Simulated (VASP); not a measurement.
## Sr: energy against strain

Sr (fcc, Fm-3m, 51.592 Å³/atom and stress up to 0.04 GPa in the relaxed cell, cube axes along x, y and z) under a strain ε along a cube axis (axis z), the other axes held. PBEsol in VASP (plane waves, PAW), 480 eV, 12×12×12 Γ-centred mesh, Gaussian smearing 0.05 eV. Against the start cell, which lies near the measured one, the relaxed cell differs by -8.2 % in volume; the values below rest on it.

Here s stands for strain and y for E less E0.

| strain (%) | E less E0 (meV/atom) |
|---|---|
| -3.00 | ? |
| -1.50 | 0.76 |
| -1.00 | 0.38 |
| -0.50 | 0.13 |
| 0.00 | 0.00 |
| 0.50 | -0.02 |
| 1.00 | 0.09 |
| 1.50 | 0.31 |

Fit y of the 7 rows that show it with a parabola. Least squares gives y = -0.003 - 0.1486·s + 0.2390·s². Residuals (row less fit): 0.002, -0.005, -0.001, 0.003, -0.002, 0.003, -0.002; standard error 0.004 (degrees of freedom: 4). Twice the quadratic coefficient over the volume, 2 × 0.2390 meV × 10⁴ × 0.1602 / 51.592 Å³, is the elastic constant C11 = about 15 GPa.

Problem. Predict the withheld y at s = -3.00 from the fit, and compare with the calculation.

Solution. y = -0.003 - 0.1486 × (-3.0) + 0.2390 × (-3.0)² = 2.594 meV/atom. The calculation gives 2.63 meV/atom, 0.036 meV/atom above the prediction (1.4 % of the range of y in the table). The row lies outside the fitted rows, so this is an extrapolation. The scatter of the fitted rows lies at the last printed digit.

A polynomial of degree 3 through the 12 other runs of the series gives 2.59 there. In a metal these values are sensitive to mesh and smearing; energies are taken to zero smearing, stresses follow the free energy. Rows are the converged runs of the series near zero and its far end, less any whose ions stayed unrelaxed beside relaxed ones; series whose fitted rows scatter by over a few per cent of the range, as at a crossing or softening among them, aren't shown in this form. Most that stay on the fit to the last digits aren't either.
